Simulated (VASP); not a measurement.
# IrS2 (Pnnm) in VASP: single point with LDA

Aim: the single point of IrS2 with LDA.

Everything below comes from runs of VASP 6.6.1. Logs are shortened: lines on timing, memory, paths and dates and some standing lists are left out, and cuts for length are marked.

### Step 1. The structure

The structure is orthorhombic, space group Pnnm (No. 58). The conventional cell has a = 4.633 Å, b = 5.527 Å, c = 3.457 Å, α = 90.00°, β = 90.00°, γ = 90.00°. Ir (site symmetry 2/m) has 6 S at 2.26 to 2.30 Å as nearest neighbours. Around S (site symmetry m) lie 3 Ir at 2.26 to 2.30 Å and 1 S at 2.42 Å.

The cell was built by a generator and needn't be a form met in nature.

### Step 2. Single point, LDA

INCAR reads:

```
SYSTEM = IrS2
  ALGO = Fast
  EDIFF = 1E-6
  ENCUT = 520
  ISIF = 2
  ISMEAR = 0
  LASPH = .True.
  LCHARG = .False.
  LREAL = .False.
  LWAVE = .False.
  NBANDS = 30
  NELM = 100
  PREC = Accurate
  SIGMA = 0.0167
```

KPOINTS reads:

```
k-points
0
Gamma
  7 6 5
  0 0 0
```

POSCAR reads:

```
IrS2
1.0
    3.4572830300      0.0000000000      0.0000000000
    0.0000000000      4.6332423200      0.0000000000
    0.0000000000      0.0000000000      5.5268171700
Ir S
2 4
Direct
    0.0000000000      0.0000000000      0.0000000000
    0.5000000000      0.5000000000      0.5000000000
    0.0000000000      0.2100000000      0.3700000000
    0.5000000000      0.2900000000      0.8700000000
    0.0000000000      0.7900000000      0.6300000000
    0.5000000000      0.7100000000      0.1300000000
```

Potentials or basis: VASP PAW LDA potentials, release 64 (Ir, S).

On the command line:

```sh
> cat potpaw_LDA.64/Ir/POTCAR potpaw_LDA.64/S/POTCAR > POTCAR
> mpirun -np 1 vasp_std > vasp.out
```

OUTCAR:

```text
SYSTEM = IrS2
   EDIFF = 1E-6
   ENCUT = 520
   ISIF = 2
   ISMEAR = 0
   LASPH = .True.
   LREAL = .False.
   NELM = 100
   PREC = Accurate

 ion  position               nearest neighbor table
   1  0.000  0.000  0.000-   3 2.26   5 2.26   4 2.30   6 2.30   4 2.30   6 2.30
   2  0.500  0.500  0.500-   4 2.26   6 2.26   5 2.30   3 2.30   3 2.30   5 2.30
   3  0.000  0.210  0.370-   1 2.26   2 2.30   2 2.30   5 2.42
   4  0.500  0.290  0.870-   2 2.26   1 2.30   1 2.30   6 2.42
   5  0.000  0.790  0.630-   1 2.26   2 2.30   2 2.30   3 2.42
   6  0.500  0.710  0.130-   2 2.26   1 2.30   1 2.30   4 2.42

  LATTYP: Found a simple orthorhombic cell.
 ALAT       =     3.4572830300
 B/A-ratio  =     1.3401397224
 C/A-ratio  =     1.5986013069

  Lattice vectors:

 A1 = (   3.4572830300,   0.0000000000,   0.0000000000)
 A2 = (   0.0000000000,   4.6332423200,   0.0000000000)
 A3 = (   0.0000000000,   0.0000000000,   5.5268171700)

Analysis of symmetry for initial positions (statically):
=====================================================================
 Subroutine PRICEL returns:
 Original cell was already a primitive cell.

 Routine SETGRP: Setting up the symmetry group for a
 simple orthorhombic supercell.

 Subroutine GETGRP returns: Found  8 space group operations
 (whereof  4 operations were pure point group operations)
 out of a pool of  8 trial point group operations.

The static configuration has the point symmetry C_2h.
 The point group associated with its full space group is D_2h.

Analysis of symmetry for dynamics (positions and initial velocities):
=====================================================================
 Subroutine PRICEL returns:
 Original cell was already a primitive cell.

 Routine SETGRP: Setting up the symmetry group for a
 simple orthorhombic supercell.

 Subroutine GETGRP returns: Found  8 space group operations
 (whereof  4 operations were pure point group operations)
 out of a pool of  8 trial point group operations.

The dynamic configuration has the point symmetry C_2h.
 The point group associated with its full space group is D_2h.

 Subroutine INISYM returns: Found  8 space group operations
 (whereof  4 operations are pure point group operations),
 and found     1 'primitive' translations

----------------------------------------------------------------------------------------

                                     Primitive cell

  volume of cell :      88.5309

  direct lattice vectors                    reciprocal lattice vectors
     3.457283030  0.000000000  0.000000000     0.289244471  0.000000000  0.000000000
[... 103 lines left out ...]
   TEBEG  =    0.0;   TEEND  =   0.0 temperature during run
   PSTRESS=    0.0 pullay stress
   NELECT =      42.0000    total number of electrons
   NUPDOWN=      -1.0000    fix difference up-down
   EMIN   =  10.00;   EMAX   =-10.00  energy-range for DOS
   EFERMI =   0.00;   METHOD = LEGACY
   ISMEAR =     0;   SIGMA  =   0.02  broadening in eV -4-tet -1-fermi 0-gaus
   EFERMI_NEDOS =   21; number of points for ismear=-14 and -15
   IALGO  =     68    algorithm
   IMIX   =      4    mixing-type and parameters
     AMIX     =   0.40;   BMIX     =  1.00
     AMIX_MAG =   1.60;   BMIX_MAG =  1.00
  volume/ion in A,a.u.               =      14.76        99.57
  Fermi-wavevector in a.u.,A,eV,Ry     =   1.276810  2.412821 22.180810  1.630244
  Thomas-Fermi vector in A             =   2.409445
   LORBIT       =      0    0 simple, 1 ext, 2 COOP (PROOUT), +10 PAW based schemes
   GGA     = CA    functional components
   LHFCALC =     F    Hartree Fock is set to
   AEXX    =    0.0000 exact exchange contribution
   IVDW    =     0    specifies the selected vdW correction
   LEPSILON=     F    determine dielectric tensor
   LRPA    =     F    only Hartree local field effects (RPA)
 non-spin polarized calculation
 RMM-DIIS sequential band-by-band and
 Gauss-broadening in eV      SIGMA  =   0.02
  energy-cutoff  :      520.00
  volume of cell :       88.53
 maximum number of plane-waves:      2402
 NGX is ok and might be reduce to    28
   NGX = 13   NGY = 17   NGZ = 21

 number of electron      42.0000002 magnetization

 Free energy of the ion-electron system (eV)
  ---------------------------------------------------
  ext. energy  EPLUGINS =         0.00000000
  ---------------------------------------------------
  free energy    TOTEN  =       -41.53823481 eV

  energy without entropy =      -41.53731974  energy(sigma->0) =      -41.53777728

 E-fermi :   9.9525     XC(G=0): -12.1417

 val. band max:        9.9424827875   @ k =   0.1429   0.5000   0.2000
 cond. band min:       9.9554026404   @ k =   0.0000   0.3333   0.4000
 fundamental gap:      0.0129198528
 Fermi energy:         9.9524627231

 k-point     1 :       0.0000    0.0000    0.0000
  band No.  band energies     occupation
      1      -7.9328      2.00000
      2      -5.7927      2.00000
      3      -4.0498      2.00000
      4      -3.5256      2.00000
      5       0.1169      2.00000
      6       0.9842      2.00000
[... 781 lines left out ...]
     29      16.6288      0.00000
     30      16.7504      0.00000

 [... further k-points ...]

------------------------ aborting loop because EDIFF is reached ----------------------------------------

  FORCE on cell =-STRESS in cart. coord.  units (eV):
  Direction    XX          YY          ZZ          XY          YZ          ZX
  --------------------------------------------------------------------------------------
  -------------------------------------------------------------------------------------
  Total       10.1125519      7.3374534      9.2828883      0.0000000     -0.0000000      0.0000000
  in kB      183.0106234    132.7886297    167.9958920      0.0000000     -0.0000000      0.0000000
  external PRESSURE =     161.2650483 kB  Pullay stress =       0.0000000 kB

 VOLUME and BASIS-vectors are now :
 -----------------------------------------------------------------------------
  energy-cutoff  :      520.00
  volume of cell :       88.53
      direct lattice vectors                 reciprocal lattice vectors
     3.457283030  0.000000000  0.000000000     0.289244471  0.000000000  0.000000000
     0.000000000  4.633242320  0.000000000     0.000000000  0.215831578  0.000000000
     0.000000000  0.000000000  5.526817170     0.000000000  0.000000000  0.180935965

 POSITION                                       TOTAL-FORCE (eV/Angst)
 -----------------------------------------------------------------------------------
      0.00000      0.00000      0.00000         0.000000      0.000000      0.000000
      1.72864      2.31662      2.76341         0.000000      0.000000      0.000000
      0.00000      0.97298      2.04492         0.000000      0.649618      0.120731
      1.72864      1.34364      4.80833         0.000000     -0.649618      0.120731
      0.00000      3.66026      3.48189         0.000000     -0.649618     -0.120731
      1.72864      3.28960      0.71849        -0.000000      0.649618     -0.120731
 -----------------------------------------------------------------------------------
    total drift:                                0.000000      0.000000      0.000000

  FREE ENERGIE OF THE ION-ELECTRON SYSTEM (eV)
  ---------------------------------------------------
  free  energy   TOTEN  =       -41.5382348074 eV

  energy  without entropy=      -41.5373197436  energy(sigma->0) =      -41.53777728
```

OSZICAR:

```text
N       E                     dE             d eps       ncg     rms          rms(c)
DAV:   1     0.366842297382E+03    0.36684E+03   -0.18586E+04  2880   0.131E+03
DAV:   2    -0.720197418518E+01   -0.37404E+03   -0.35373E+03  2898   0.345E+02
DAV:   3    -0.420321628755E+02   -0.34830E+02   -0.33222E+02  3858   0.107E+02
DAV:   4    -0.432822642363E+02   -0.12501E+01   -0.12411E+01  3548   0.226E+01
DAV:   5    -0.433244604335E+02   -0.42196E-01   -0.42170E-01  3746   0.393E+00    0.366E+01
RMM:   6    -0.418819478663E+02    0.14425E+01   -0.53864E+00  2945   0.161E+01    0.193E+01
RMM:   7    -0.416170946434E+02    0.26485E+00   -0.96001E-01  2943   0.101E+01    0.974E+00
RMM:   8    -0.415281200180E+02    0.88975E-01   -0.52199E-01  3554   0.407E+00    0.568E-01
RMM:   9    -0.415383780707E+02   -0.10258E-01   -0.12935E-01  4110   0.193E+00    0.533E-01
RMM:  10    -0.415387318521E+02   -0.35378E-03   -0.69053E-03  3778   0.472E-01    0.520E-01
RMM:  11    -0.415385850651E+02    0.14679E-03   -0.80129E-04  3589   0.198E-01    0.194E-01
RMM:  12    -0.415382937327E+02    0.29133E-03   -0.18190E-03  3314   0.263E-01    0.278E-01
RMM:  13    -0.415382812406E+02    0.12492E-04   -0.35333E-04  3693   0.133E-01    0.235E-01
RMM:  14    -0.415382974606E+02   -0.16220E-04   -0.11087E-04  3760   0.535E-02    0.241E-01
RMM:  15    -0.415383074211E+02   -0.99605E-05   -0.25573E-05  3900   0.282E-02    0.216E-01
RMM:  16    -0.415382752555E+02    0.32166E-04   -0.11955E-05  3235   0.169E-02    0.719E-02
RMM:  17    -0.415382356191E+02    0.39636E-04   -0.11766E-04  4880   0.462E-02    0.176E-01
RMM:  18    -0.415382348074E+02    0.81173E-06   -0.31683E-06  2334   0.124E-02
   1 F= -.41538235E+02 E0= -.41537777E+02  d E =-.915064E-03
```

stdout:

```text
POSCAR found type information on POSCAR IrS
 POSCAR found :  2 types and       6 ions
 scaLAPACK will be used
 LDA part: xc-table for (Slater(with rela. corr.)+CA(PZ))
 , standard interpolation
 POSCAR, INCAR and KPOINTS ok, starting setup
 FFT: planning ... GRIDC
 FFT: planning ... GRID_SOFT
 FFT: planning ... GRID
 WAVECAR not read
 entering main loop
```

Wall time 88 s (1 thread of AMD EPYC 9R45 (Zen 5), shared host); peak memory 0.2 GiB.

Results:

```
Free energy            : -41.5382 eV
Pressure               : 16.1 GPa
Largest force          : 0.661 eV/Å
Band gap on the k mesh : none (metal or under the smearing width)
```

Forces in eV/Å, atoms in the order of the input:
```
Ir   0.000  0.000  0.000
Ir   0.000  0.000  0.000
S    0.000  0.650  0.121
S    0.000 -0.650  0.121
S    0.000 -0.650 -0.121
S    0.000  0.650 -0.121
```

Stress tensor (GPa, compression positive):
```
18.30  0.00  0.00
 0.00 13.28  0.00
 0.00  0.00 16.80
```

Caveat: so large a pressure means that the cell lies far from this level's equilibrium, or that cutoff or potentials fall short. The run has no spin-orbit coupling, so splittings on Ir are missing.
